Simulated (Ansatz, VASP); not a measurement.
## WC (Qusongite) in two plane-wave programs

One calculation is typed for both programs; each brings its own data sets. How far apart do they land? The cell is taken from a series of runs on this material, whose earlier steps may have relaxed, scaled, displaced or heated it; both programs get it as it stands.

Calculated with Ansatz 0.2.0; plane waves, with VASP 6.6.1 beside it; zone-centre phonons at PBEsol.

### 1. The starting structure

Symmetry: P-6m2, No. 187, hexagonal system. The conventional cell has a = 2.920 Å, b = 2.920 Å, c = 2.843 Å, α = 90.00°, β = 90.00°, γ = 120.00°. Nearest to C lie 6 W at 2.21 Å. Nearest to W lie 6 C at 2.21 Å. Farther neighbours are not listed.

### 2. Ansatz: zone-centre phonons, PBEsol

Ansatz runs on its PAW soft_1 files.

Second derivatives magnify differences that forces hide, and they need a tight electronic threshold.

input.yaml reads:

```yaml
crystal:
  lattice:
    - [2.9195136943, 0.0, 0.0]
    - [-1.4597568472, 2.528373026, 0.0]
    - [0.0, 0.0, 2.8434699455]
  atoms:
    - { symbol: C, position: [0.6666666667, 0.3333333333, 0.5] }
    - { symbol: W, position: [0.0, 0.0, 0.0] }
kpoints:
  mp_grid: { grid: [18, 18, 16] }
hamiltonian:
  xc: pbesol
  pseudopotentials: { kind: paw, azcp: { folder: soft_1 }, xc_functional: pbe }
scf:
  occupations: { method: methfessel_paxton, width: 0.2 }
output:
  eigenvalues: true
phonons:
  method: dfpt
```

Run with:

```bash
ansatz run input.yaml --threads 4 --pin off --max-ram 10240MiB --backend cpu --events-out ev --progress --plain --runs-dir out
```

Numbers of over 12 decimals in the logs are rounded to 6 here.

The log of the run:

```text
zone centre: on kpoints.mp_grid the ground state, and the responses unless they are solved on pairs of k-points, stand on 819 of the mesh's 5184 k-points, reduced under 4 symmetry operations, with k and −k counted as one. Each operation leaves every solved displacement unchanged or reverses it
Engine: ansatz 0.2.0, aarch64-unknown-linux-gnu
Pseudopotentials: kind: paw
Pseudopotential: C, paw, valence charge 4, recommended cutoff 420 eV (normal), soft_1/C.paw.azcp
Pseudopotential: W, paw, valence charge 14, recommended cutoff 420 eV (normal), soft_1/W.paw.azcp
Functional definition: PBEsol
  exchange = pbesol_x
  correlation = pbesol_c
Crystal: 2 atoms, lattice volume = 20.989 Å³
Basis set: ecut = 420 eV, 405 PW (Γ), exchange–correlation on 40×40×40 points (8 copies of the dense FFT grid, shifted against one another)
Bands: 13, of which v1, the nominal top of the filled ones, is band 9 counted from 1 (8 counted from 0)
Symmetry: 12 space group operations
k-points: 819 of 5184 (irreducible under 4 space group operations, time reversal used)
Non-local potential: C, projectors of the file, l = 0: 2, l = 1: 2, l = 2: 1
Non-local potential: W, projectors of the file, l = 0: 3, l = 1: 2, l = 2: 2, l = 3: 1
PAW form: soft (Blöchl's): semilocal exchange-correlation on the pseudo side does not see the compensation charge
PAW frozen core: C, regenerated for the run's functional, and the local potential with it (the file was generated under x = pbe(κ = 0.804, μ = 0.219515), c = pbe(β = 0.066725))
PAW frozen core: W, regenerated for the run's functional, and the local potential with it (the file was generated under x = pbe(κ = 0.804, μ = 0.219515), c = pbe(β = 0.066725))
PAW one-centre angular grid: C, 110 points (default); XC on 64 Gauss nodes
PAW one-centre angular grid: W, 590 points (default); XC on 64 Gauss nodes
Initial density: superposition of atomic densities (chi_scale 0.1, normalization cell, long waves kept (reshape's long-wave potential 0.00 eV rms))
Initial wavefunctions: pseudopotential atomic-orbital guess
Functional: x = pbesol(κ = 0.804, μ = 0.123457), c = pbesol(β = 0.046)
SCF iter   1: F=—  HF=-10505.921861 eV  |F-HF|=—  |Δ(HF+E_count)|=         —  Δρ=1.28e-1  dr2=4.68e0  ethr=3.10e-3  ⟨swp⟩=5.0  Hψ=53412  notcnv=0
preconditioner: auto → none  [metal: Δε(μ)=0.042 eV  Ē_g=10.682 eV  σ=0.200 eV  W_gap=0.18  n_scr=8 (ndim 8)  ℏωp=25.6 eV  f_vac=0.000  D(μ)=0.17/eV (n_scr^D=0)  sad-step TF]
SCF iter   2: F=—  HF=-10505.354568 eV  |F-HF|=—  |Δ(HF+E_count)|=   5.67e-1  S|Δr|=    0.00e0  Δρ=9.09e-2  dr2=2.44e0  ethr=3.10e-3  ⟨swp⟩=2.0  Hψ=20399  notcnv=0
SCF iter   3: F=—  HF=-10504.739416 eV  |F-HF|=—  |Δ(HF+E_count)|=   6.15e-1  S|Δr|=    0.00e0  Δρ=9.48e-3  dr2=2.23e-2  ethr=3.10e-3  ⟨swp⟩=2.1  Hψ=18224  notcnv=0
SCF iter   4: F=—  HF=-10504.736282 eV  |F-HF|=—  |Δ(HF+E_count)|=   3.13e-3  S|Δr|=    0.00e0  Δρ=9.74e-4  dr2=9.01e-5  ethr=1.24e-4  ⟨swp⟩=1.1  Hψ=17061  notcnv=0
SCF iter   5: F=—  HF=-10504.736351 eV  |F-HF|=—  |Δ(HF+E_count)|=   6.86e-5  S|Δr|=    0.00e0  Δρ=1.69e-4  dr2=2.75e-6  ethr=5.00e-7  ⟨swp⟩=2.1  Hψ=16575  notcnv=0
SCF iter   6: F=—  HF=-10504.736350 eV  |F-HF|=—  |Δ(HF+E_count)|=   3.09e-7  S|Δr|=    0.00e0  Δρ=2.42e-5  dr2=8.93e-8  ethr=1.53e-8  ⟨swp⟩=2.6  Hψ=16268  notcnv=0
SCF iter   7: F=—  HF=-10504.736351 eV  |F-HF|=—  |Δ(HF+E_count)|=   4.36e-7  S|Δr|=    0.00e0  Δρ=4.23e-6  dr2=1.96e-9  ethr=4.96e-10  ⟨swp⟩=2.0  Hψ=14935  notcnv=0
SCF iter   8: F=—  HF=-10504.736351 eV  |F-HF|=—  |Δ(HF+E_count)|=  1.67e-10  S|Δr|=    0.00e0  Δρ=7.11e-7  dr2=5.33e-11  ethr=1.09e-11  ⟨swp⟩=2.7  Hψ=17509  notcnv=0
SCF iter   9: F=-10504.736351 eV  HF=-10504.736351 eV  |F-HF|=1.82e-12  |Δ(HF+E_count)|=  1.46e-11  S|Δr|=    0.00e0  Δρ=9.71e-8  dr2=2.20e-12  ethr=1.00e-12  ⟨swp⟩=5.4  Hψ=40540  notcnv=0
SCF 1 converged in 9 iterations: F = -10504.736351 eV  dr2 = 2.20e-12
  greatest PAW one-centre occupation: 0.999 electrons in one spin orbital (limit 2), on the W atom at site 1 (counted from 0), in its partial waves of l = 0
DFPT response loops at Γ: preconditioner auto → Kerker (q_TF=auto, 2.659 Å⁻¹) (partly filled bands, converged f_vac=0.000); β = 1.00, the filter's whole step (`scf.mixing.beta` (0.50) is not read by the response loops under this deck's `scf.mixing.preconditioner`; to damp them name `kerker` or `kerker_dos`, under which they read `scf.mixing.beta`, and type it under 1.00, their step now; both keys bind the ground state too); Broyden in place of MSR1
SCF converged after 9 iterations
Stability not checked: this state was not tested for a lower state beside it, because cold or Methfessel-Paxton smearing, or corrected tetrahedra, fill the levels in a way that the test cannot read (fill_not_monotonic; see scf.lower_state_search)
Free energy (F): -10504.736351 eV
Harris-Foulkes:  -10504.736351 eV  (|F-HF|=1.82e-12)
Internal energy: -10504.736160 eV  (E = F + TS)
E sigma→0 (E₀):  -10504.736303 eV
Entropy (-TS):   -0.000191 eV (-0.095 meV/atom)
Fermi energy:    20.024882 eV
--- Per-component energies (eV) ---
  E_band       = -67.704831
  E_kinetic    = 507.976269
  E_local      = -612.289390  (includes V_loc(G=0)·N_el)
  E_nonlocal   = -0.194717
  E_hartree    = 249.136218
  E_xc         = -313.418308
  E_vxc        = -289.994744  (∫ρ·V_xc dr)
  E_paw        = -8546.775593  (= ΣΔE_a)
  E_vpaw       = -171.474893  (= ΣTr[D̂ρ^β])
  E_aug_tail   = 0.000168  (compensation charges beyond the density's cutoff)
  E_ewald      = -1789.413764
  E_core_change = 0.242958  (= ΣΔE_core)
  E_smearing   = -0.000191  (= −TS)
  E_closure    = 0.000000  (closes the sum)
  Σ components = -10504.736351   (vs F -10504.736351, Δ=0.00e0)
--- Band table (eV; the first three rows and the last of 819) ---
  k-point 0: bands = [... 5 lower, 15.7647, 16.7240, 16.7240, 20.1586, 23.2047, 23.2047, 25.6150, 25.6150]
  k-point 1: bands = [... 5 lower, 15.7206, 16.7674, 16.7674, 20.1371, 22.8614, 22.8614, 25.8267, 25.8267]
  k-point 2: bands = [... 5 lower, 15.5379, 16.8943, 16.8943, 20.1647, 22.1358, 22.1358, 26.1319, 26.1319]
  k-point 818: bands = [... 5 lower, 13.7384, 14.3170, 18.0472, 18.7826, 25.0091, 25.3755, 25.9480, 29.4877]
--- Phonons (Γ-DFPT): 4 representative perturbations + reference, on 819 of 5184 k-points (Σ response iterations 12) ---
  k mesh reduced under 4 symmetry operations, with k and −k counted as one. Each operation leaves every solved displacement unchanged or reverses it
  ASR residual: 7.944e-5 → 0.000e0 eV/Å²; symmetrization residual: 1.360e-6 eV/Å²
  ASR residual per site (eV/Å²): 2.09e-5 7.94e-5
  Γ frequencies (cm⁻¹): 0.00 0.00 0.00 566.05 597.04 597.04
  non-analytic LO–TO correction: not included (Born effective charges unavailable; polar crystals: no LO–TO splitting at Γ)
```

(Continued in part 2 of 2.)

[Lines on the potential files, build, host, timing and source positions are cut from VASP's logs without a mark.]

[Logs are printed without paths, hosts, clocks, repeated set-up lines and the standing remarks that a program may print on its own settings, such as how far it seeks lower states.]

[Hosts, paths, dates, database ids (printed as entryN), source tags and the programs' standing remarks are cut or masked in the printed files.]
